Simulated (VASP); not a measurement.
Input for VASP

KPOINTS:
```
Automatic mesh
0
Gamma
12 12 12
0 0 0
```

POSCAR:
```
MoSi2
1
   -1.5915974925     1.5915974925     3.8926970294
    1.5915974925    -1.5915974925     3.8926970294
    1.5915974925     1.5915974925    -3.8926970294
Si Mo
2 1
Direct
  0.6649098629   0.6649098629   0.0000000000
  0.3350901371   0.3350901371   0.0000000000
  0.0000000000   0.0000000000   0.0000000000
```

**INCAR**
```
ALGO = Normal
EDIFF = 1E-6
EDIFFG = -0.02
ENCUT = 520
GGA = PE
IBRION = 2
ISIF = 3
ISMEAR = 1
IVDW = 12
LASPH = T
LCHARG = F
LMAXMIX = 4
LREAL = F
LWAVE = F
NELM = 100
NSW = 60
PREC = Accurate
SIGMA = 0.1
SYSTEM = MoSi2
```

POTCAR, in this order: Si Mo_sv (PBE.64 set). Program: vasp_std.

Problem. Write an equivalent input for Ansatz.

Solution. One equivalent input (not run):
Ansatz 0.2 input:
```yaml
crystal:
  lattice:
    - [-1.5915975, 1.5915975, 3.8926970]
    - [1.5915975, -1.5915975, 3.8926970]
    - [1.5915975, 1.5915975, -3.8926970]
  atoms:
    - { symbol: Si, position: [0.6649099, 0.6649099, 0.0000000] }
    - { symbol: Si, position: [0.3350901, 0.3350901, 0.0000000] }
    - { symbol: Mo, position: [0.0000000, 0.0000000, 0.0000000] }
kpoints:
  mp_grid: { grid: [12, 12, 12] }
hamiltonian:
  xc: pbe
  dispersion: d3bj
  pseudopotentials: { kind: paw }
scf:
  occupations: { method: methfessel_paxton, width: 0.1 }
  max_iter: 100
relax:
  max_steps: 60
  f_tol: 0.02
  cell: {}
output: { forces: true, stress: true, eigenvalues: true }
```
The two are equivalent in intent, not identical: each code has its own PAW files, so the cut-off isn't converted (ENCUT is set for VASP's; basis.ecutwfc is left out, and Ansatz then takes the one that its files recommend); Ansatz stops its SCF on the density residual and VASP on the energy change (EDIFF).

The compound is MoSi2 in the MoSi2 type structure. This run relaxes it. Symmetry was kept, so distortions that lower it aren't found. The start is the result of an earlier pass.
